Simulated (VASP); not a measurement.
Output of a VASP run:

File OSZICAR:
```
       N       E                     dE             d eps       ncg     rms          rms(c)
DAV:   1     0.696115243314E+03    0.69612E+03   -0.26364E+04  1488   0.199E+03
DAV:   2     0.705853754218E+02   -0.62553E+03   -0.60462E+03  1642   0.536E+02
DAV:   3    -0.227528393485E+02   -0.93338E+02   -0.91444E+02  1957   0.227E+02
DAV:   4    -0.263657917087E+02   -0.36130E+01   -0.35990E+01  1832   0.498E+01
DAV:   5    -0.264993468772E+02   -0.13356E+00   -0.13352E+00  2082   0.910E+00    0.166E+01
DAV:   6    -0.187739619430E+02    0.77254E+01   -0.42347E+01  2311   0.627E+01    0.564E+00
DAV:   7    -0.186214592620E+02    0.15250E+00   -0.28680E+00  1899   0.153E+01    0.280E+00
DAV:   8    -0.185895117919E+02    0.31947E-01   -0.71682E-01  2305   0.702E+00    0.138E+00
DAV:   9    -0.185552515767E+02    0.34260E-01   -0.13230E-01  2446   0.400E+00    0.210E-01
DAV:  10    -0.185566415963E+02   -0.13900E-02   -0.12747E-02  1692   0.647E-01    0.776E-02
DAV:  11    -0.185566419297E+02   -0.33339E-06   -0.30369E-04  2162   0.159E-01    0.277E-02
DAV:  12    -0.185566353427E+02    0.65870E-05   -0.37840E-05  1745   0.434E-02    0.671E-03
DAV:  13    -0.185566359691E+02   -0.62639E-06   -0.23337E-06  1909   0.147E-02    0.305E-03
DAV:  14    -0.185566356222E+02    0.34694E-06   -0.10872E-06  1650   0.148E-02    0.656E-04
DAV:  15    -0.185566355922E+02    0.29950E-07   -0.71877E-08  1122   0.306E-03
   1 F= -.18556636E+02 E0= -.18556636E+02  d E =0.000000E+00
```

OUTCAR:
```
------------------------ aborting loop because EDIFF is reached ----------------------------------------
  FORCE on cell =-STRESS in cart. coord.  units (eV):
  Direction    XX          YY          ZZ          XY          YZ          ZX
  --------------------------------------------------------------------------------------
  Total        0.1082797      0.1082797     -0.0398112      0.0000000      0.0000000      0.0000000
  in kB        1.8307407      1.8307407     -0.6731095      0.0000000      0.0000000      0.0000000
  external PRESSURE =       0.9961240 kB  Pullay stress =       0.0000000 kB
  volume of cell :       94.76
      direct lattice vectors                 reciprocal lattice vectors
     5.164283662  0.000000000  0.000000000     0.193637698  0.000000000  0.000000000
     0.000000000  5.164283662  0.000000000     0.000000000  0.193637698  0.000000000
     0.000000000  0.000000000  3.553124838     0.000000000  0.000000000  0.281442405
 POSITION                                       TOTAL-FORCE (eV/Angst)
 -----------------------------------------------------------------------------------
      0.00000      0.00000      0.00000         0.000000      0.000000     -0.000000
      2.58214      2.58214      1.77656         0.000000      0.000000     -0.000000
      1.58880      1.58880      0.00000        -0.003524     -0.003524     -0.000000
      4.17094      0.99334      1.77656        -0.003524      0.003524      0.000000
      0.99334      4.17094      1.77656         0.003524     -0.003524     -0.000000
      3.57548      3.57548      0.00000         0.003524      0.003524      0.000000
 -----------------------------------------------------------------------------------
    total drift:                                0.000000     -0.000000     -0.000000
  FREE ENERGIE OF THE ION-ELECTRON SYSTEM (eV)
  ---------------------------------------------------
  free  energy   TOTEN  =       -18.5566355922 eV

  energy  without entropy=      -18.5566355922  energy(sigma->0) =      -18.55663559

 total charge

# of ion       s       p       d       tot
------------------------------------------
    1        1.090   0.650   9.976  11.716
    2        1.090   0.650   9.976  11.716
    3        1.579   3.346   0.000   4.926
    4        1.579   3.346   0.000   4.926
    5        1.579   3.346   0.000   4.926
    6        1.579   3.346   0.000   4.926
--------------------------------------------------
tot          8.498  14.687  19.952  43.137

 Electric field gradients after diagonalization (V/A^2)
 (convention: |V_zz| > |V_xx| > |V_yy|)
----------------------------------------------------------------------
 ion       V_xx      V_yy      V_zz     asymmetry (V_yy - V_xx)/ V_zz
----------------------------------------------------------------------
   1     -86.975   -21.124   108.100       0.609
   2     -86.975   -21.124   108.100       0.609
   3      81.983    57.628  -139.612       0.174
   4      81.983    57.628  -139.612       0.174
   5      81.983    57.628  -139.612       0.174
   6      81.983    57.628  -139.612       0.174
```
(Selected blocks of OUTCAR.)

POSCAR:
```
PbO2
1
    5.1642836625     0.0000000000     0.0000000000
   -0.0000000000     5.1642836625     0.0000000000
    0.0000000000     0.0000000000     3.5531248383
Pb O
2 4
Direct
  0.0000000000   0.0000000000   0.0000000000
  0.5000000000   0.5000000000   0.5000000000
  0.3076520505   0.3076520505   0.0000000000
  0.8076520505   0.1923479495   0.5000000000
  0.1923479495   0.8076520505   0.5000000000
  0.6923479495   0.6923479495   0.0000000000
```

Reconstruct the remaining input files.

One answer among several that fit: the input of the run itself, vdW-DF2, plane waves, VASP's PBE PAW potentials (set 64).

**KPOINTS**
```
Automatic mesh
0
Gamma
5 5 7
0 0 0
```

INCAR:
```
AGGAC = 0.0
ALGO = Normal
EDIFF = 1E-7
ENCUT = 520
GGA = ML
ISIF = 2
ISMEAR = -5
LASPH = .True.
LCHARG = .True.
LEFG = .True.
LMAXMIX = 4
LORBIT = 11
LREAL = .False.
LUSE_VDW = .True.
LWAVE = .False.
NEDOS = 601
NELM = 100
PREC = Accurate
SYSTEM = PbO2
ZAB_VDW = -1.8867
```

POTCAR, in this order: Pb_d O (PBE.64 set). Program: vasp_std.

The compound is PbO2 in the rutile structure. It was relaxed first, which changed the volume by +14 %.
